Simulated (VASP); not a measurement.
Wanted: the native input for a VASP 6.6.1 run.

```
Task                   : relaxation of the atoms
Functional             : LDA
Potentials or basis    : VASP PAW LDA potentials, release 64 (Li_sv, Y_sv)
Cutoff                 : 520 eV
k mesh                 : 5 × 5 × 5
Occupations            : fermi-dirac, width 0.15 eV
Spin                   : no spin polarisation
Dipole correction      : no
Further INCAR settings : ALGO = Normal; EDIFF = 1e-06; IBRION = 2; EDIFFG = -0.05; NSW = 80
```

The structure of LiY3 lies in POSCAR:

```
LiY3
1.0
    0.0000000000      3.8998520000      3.8998520000
    3.8998520000      0.0000000000      3.8998520000
    3.8998520000      3.8998520000      0.0000000000
Li Y
1 3
Direct
    0.0000000000      0.0000000000      0.0000000000
    0.2500000000      0.2500000000      0.2500000000
    0.7500000000      0.7500000000      0.7500000000
    0.5000000000      0.5000000000      0.5000000000
```

The cell comes from a database or a generator and needn't be the stable form of this composition.

One way to write it, as run:

INCAR

```
SYSTEM = LiY3
ALGO = Normal
EDIFF = 1E-6
EDIFFG = -0.05
ENCUT = 520
IBRION = 2
ISIF = 2
ISMEAR = -1
LASPH = .True.
LCHARG = .False.
LREAL = .False.
LWAVE = .False.
NELM = 60
NSW = 80
PREC = Accurate
SIGMA = 0.15
```

KPOINTS

```
k-points
0
Gamma
  5 5 5
  0 0 0
```

Potentials or basis: VASP PAW LDA potentials, release 64 (Li_sv, Y_sv).

Run with:

```console
$ cat potpaw_LDA.64/Li_sv/POTCAR potpaw_LDA.64/Y_sv/POTCAR > POTCAR
$ mpirun -np 1 vasp_std > vasp.out
```

Results of the run:

```
Band gap on the k mesh : none (metal or under the smearing width)
```

Caveat: the relaxation stopped at its first step, so nothing moved.

Wall time 43 s on 1 thread of Intel(R) Xeon(R) Platinum 8488C (Sapphire Rapids), with other jobs on the host, peak memory 0.22 GiB.
